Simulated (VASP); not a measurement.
Output of a VASP run:

### OUTCAR
```
 ion  position               nearest neighbor table
   1  0.667  0.333  0.750-   2 2.72   2 2.72   2 2.72   2 2.72   2 2.72   2 2.72
   2  0.333  0.667  0.250-   1 2.72   1 2.72   1 2.72   1 2.72   1 2.72   1 2.72
  LATTYP: Found a hexagonal cell.
 ALAT       =     2.7347504443
 C/A-ratio  =     1.6216090011
 Subroutine PRICEL returns:
 Original cell was already a primitive cell.
 Subroutine GETGRP returns: Found 24 space group operations
The static configuration has the point symmetry D_3d.
 The point group associated with its full space group is D_6h.
The dynamic configuration has the point symmetry D_3d.
 Subroutine INISYM returns: Found 24 space group operations
 Subroutine IBZKPT returns following result:
 Found    165 irreducible k-points:

 Following reciprocal coordinates:
            Coordinates               Weight
  0.000000  0.000000  0.000000      1.000000
  0.058824 -0.000000  0.000000      6.000000
  0.117647 -0.000000  0.000000      6.000000
  0.176471 -0.000000  0.000000      6.000000
  0.235294 -0.000000  0.000000      6.000000
  0.294118  0.000000  0.000000      6.000000
  0.352941 -0.000000  0.000000      6.000000
  0.411765 -0.000000  0.000000      6.000000
  0.470588 -0.000000  0.000000      6.000000
  0.058824  0.058824  0.000000      6.000000
  0.117647  0.058824  0.000000     12.000000
  0.176471  0.058824  0.000000     12.000000
  0.235294  0.058824  0.000000     12.000000
  0.294118  0.058824  0.000000     12.000000
  0.352941  0.058824  0.000000     12.000000
  0.411765  0.058824  0.000000     12.000000
  0.470588  0.058824  0.000000      6.000000
  0.117647  0.117647  0.000000      6.000000
  0.176471  0.117647  0.000000     12.000000
  0.235294  0.117647  0.000000     12.000000
  0.294118  0.117647  0.000000     12.000000
  0.352941  0.117647  0.000000     12.000000
  0.411765  0.117647  0.000000     12.000000
  0.176471  0.176471  0.000000      6.000000
  0.235294  0.176471  0.000000     12.000000
  0.294118  0.176471  0.000000     12.000000
  0.352941  0.176471  0.000000     12.000000
  0.411765  0.176471  0.000000      6.000000
  0.235294  0.235294  0.000000      6.000000
  0.294118  0.235294  0.000000     12.000000
  0.352941  0.235294  0.000000     12.000000
  0.294118  0.294118  0.000000      6.000000
  0.352941  0.294118  0.000000      6.000000
  0.000000  0.000000  0.111111      2.000000
  0.058824 -0.000000  0.111111     12.000000
  0.117647 -0.000000  0.111111     12.000000
  0.176471 -0.000000  0.111111     12.000000
  0.235294 -0.000000  0.111111     12.000000
  0.294118  0.000000  0.111111     12.000000
  0.352941 -0.000000  0.111111     12.000000
   k-points           NKPTS =    165   k-points in BZ     NKDIM =    165   number of bands    NBANDS=     13
   number of dos      NEDOS =    601   number of ions     NIONS =      2
   total plane-waves  NPLWV =   9720
   dimension x,y,z NGX =    18 NGY =   18 NGZ =   30
   dimension x,y,z NGXF=    36 NGYF=   36 NGZF=   60
   ions per type =               2
   PREC   = accura    normal or accurate (medium, high low for compatibility)
   ISTART =      0    job   : 0-new  1-cont  2-samecut
   ICHARG =      2    charge: 1-file 2-atom 10-const
   ISPIN  =      1    spin polarized calculation?
   LNONCOLLINEAR =      F non collinear calculations
   LSORBIT =      F    spin-orbit coupling
   INIWAV =      1    electr: 0-lowe 1-rand  2-diag
   ENCUT  =  400.0 eV  29.40 Ry    5.42 a.u.   4.46  4.46  7.23*2*pi/ulx,y,z
   NELM   =    100;   NELMIN=  2; NELMDL= -5     # of ELM steps
   EDIFF  = 0.1E-06   stopping-criterion for ELM
   LREAL  =      F    real-space projection
   NLSPLINE    = F    spline interpolate recip. space projectors
   LMAXMIX     =    6 max onsite mixed and CHGCAR
   VOSKOWN=      0    Vosko Wilk Nusair interpolation
   EDIFFG = 0.1E-05   stopping-criterion for IOM
   NSW    =      0    number of steps for IOM
...
```

**OSZICAR**
```
       N       E                     dE             d eps       ncg     rms          rms(c)
DAV:   1     0.422261659781E+02    0.42226E+02   -0.76287E+03  4290   0.117E+03
DAV:   2    -0.103938678526E+03   -0.14616E+03   -0.13487E+03  4425   0.348E+02
DAV:   3    -0.109182867077E+03   -0.52442E+01   -0.49829E+01  5268   0.733E+01
DAV:   4    -0.109265093348E+03   -0.82226E-01   -0.81777E-01  4666   0.859E+00
DAV:   5    -0.109266805792E+03   -0.17124E-02   -0.17085E-02  5316   0.123E+00    0.220E+01
DAV:   6    -0.104593324646E+03    0.46735E+01   -0.26620E+00  4670   0.228E+01    0.911E+00
DAV:   7    -0.104051207221E+03    0.54212E+00   -0.10052E+00  5070   0.114E+01    0.181E+00
DAV:   8    -0.105021798697E+03   -0.97059E+00   -0.82894E-01  4980   0.107E+01    0.211E+00
DAV:   9    -0.104511795829E+03    0.51000E+00   -0.20549E-01  4775   0.611E+00    0.187E-01
DAV:  10    -0.104553378315E+03   -0.41582E-01   -0.13216E-02  4340   0.126E+00    0.388E-01
DAV:  11    -0.104553900411E+03   -0.52210E-03   -0.15866E-03  5245   0.387E-01    0.303E-01
DAV:  12    -0.104553805692E+03    0.94719E-04   -0.17479E-03  4770   0.429E-01    0.170E-01
DAV:  13    -0.104553728758E+03    0.76934E-04   -0.42480E-03  5070   0.936E-01    0.239E-01
DAV:  14    -0.104553862384E+03   -0.13363E-03   -0.18958E-04  4530   0.132E-01    0.161E-01
DAV:  15    -0.104553928399E+03   -0.66015E-04   -0.55791E-05  5200   0.900E-02    0.957E-02
DAV:  16    -0.104553892133E+03    0.36266E-04   -0.20668E-05  5060   0.643E-02    0.499E-02
DAV:  17    -0.104553913859E+03   -0.21727E-04   -0.14096E-05  4815   0.452E-02    0.232E-02
DAV:  18    -0.104553910349E+03    0.35103E-05   -0.62169E-06  5000   0.354E-02    0.627E-03
DAV:  19    -0.104553912375E+03   -0.20259E-05   -0.16762E-06  5133   0.160E-02    0.198E-03
DAV:  20    -0.104553911386E+03    0.98848E-06   -0.56358E-08  2290   0.306E-03    0.462E-04
DAV:  21    -0.104553911931E+03   -0.54500E-06   -0.17689E-08  2220   0.175E-03    0.731E-04
DAV:  22    -0.104553911621E+03    0.31011E-06   -0.13041E-08  2200   0.168E-03    0.101E-04
DAV:  23    -0.104553911632E+03   -0.10971E-07   -0.20646E-09  2170   0.424E-04
   1 F= -.10455391E+03 E0= -.10455391E+03  d E =0.000000E+00
       N       E                     dE             ncg
```

**OUTCAR**
```
------------------------ aborting loop because EDIFF is reached ----------------------------------------
  FORCE on cell =-STRESS in cart. coord.  units (eV):
  Direction    XX          YY          ZZ          XY          YZ          ZX
  --------------------------------------------------------------------------------------
  Total        0.0350326      0.0350326     -0.1554022     -0.0000000     -0.0000000      0.0000000
  in kB        1.9541271      1.9541271     -8.6683765     -0.0000000     -0.0000000      0.0000000
  external PRESSURE =      -1.5867075 kB  Pullay stress =       0.0000000 kB
  volume of cell :       28.72
      direct lattice vectors                 reciprocal lattice vectors
     2.734750444  0.000000000  0.000000000     0.365664078  0.211116252  0.000000000
    -1.367375222  2.368363382  0.000000000     0.000000000  0.422232504  0.000000000
     0.000000000  0.000000000  4.434695936     0.000000000  0.000000000  0.225494603
 POSITION                                       TOTAL-FORCE (eV/Angst)
 -----------------------------------------------------------------------------------
      1.36738      0.78945      3.32602         0.000000     -0.000000      0.000000
     -0.00000      1.57891      1.10867        -0.000000      0.000000      0.000000
 -----------------------------------------------------------------------------------
    total drift:                               -0.000026      0.000022     -0.000023
  FREE ENERGIE OF THE ION-ELECTRON SYSTEM (eV)
  ---------------------------------------------------
  free  energy   TOTEN  =      -104.5539116323 eV

  energy  without entropy=     -104.5539116323  energy(sigma->0) =     -104.55391163

 total charge

# of ion       s       p       d       tot
------------------------------------------
    1        0.664   0.728   6.950   8.342
    2        0.664   0.728   6.950   8.342
--------------------------------------------------
tot          1.328   1.455  13.900  16.683
```
(Selected blocks of OUTCAR.)

File POSCAR:
```
Ir
1
    2.7347504443     0.0000000000     0.0000000000
   -1.3673752222     2.3683633819    -0.0000000000
    0.0000000000    -0.0000000000     4.4346959363
Ir
2
Direct
  0.6666670000   0.3333330000   0.7500000000
  0.3333330000   0.6666670000   0.2500000000
```

Problem. Reconstruct the remaining input files.

Solution. One answer among several that fit: the input of the run itself, r2SCAN meta-GGA, plane waves, VASP's PBE PAW potentials (set 64).

**KPOINTS_OPT**
```
k-points along high-symmetry lines
6
Line-mode
Reciprocal
  0.000000   0.000000   0.000000 ! GAMMA
  0.500000   0.000000   0.000000 ! M

  0.500000   0.000000   0.000000 ! M
  0.333333   0.333333   0.000000 ! K

  0.333333   0.333333   0.000000 ! K
  0.000000   0.000000   0.000000 ! GAMMA

  0.000000   0.000000   0.000000 ! GAMMA
  0.000000   0.000000   0.500000 ! A

  0.000000   0.000000   0.500000 ! A
  0.500000   0.000000   0.500000 ! L

  0.500000   0.000000   0.500000 ! L
  0.333333   0.333333   0.500000 ! H

  0.333333   0.333333   0.500000 ! H
  0.000000   0.000000   0.500000 ! A

  0.500000   0.000000   0.500000 ! L
  0.500000   0.000000   0.000000 ! M

  0.333333   0.333333   0.500000 ! H
  0.333333   0.333333   0.000000 ! K
```

### KPOINTS
```
Automatic mesh
0
Gamma
  17 17 9
0 0 0
```

### INCAR
```
SYSTEM = Ir
PREC = Accurate
ENCUT = 400
EDIFF = 1E-7
NELM = 100
ALGO = Normal
LREAL = .FALSE.
LASPH = .TRUE.
ISMEAR = -5
METAGGA = R2SCAN
LMIXTAU = .TRUE.
LMAXMIX = 6
LWAVE = .FALSE.
LCHARG = .FALSE.
LORBIT = 11
NEDOS = 601
ISIF = 2
```

POTCAR, in this order: Ir (PBE.64 set). Program: vasp_std.

For a metal the tetrahedron method with Blöchl corrections gives inexact stress and forces.

The structure comes from a computed database's Ir entry (P6_3/mmc); how it stands against other phases isn't given here. It was relaxed first.
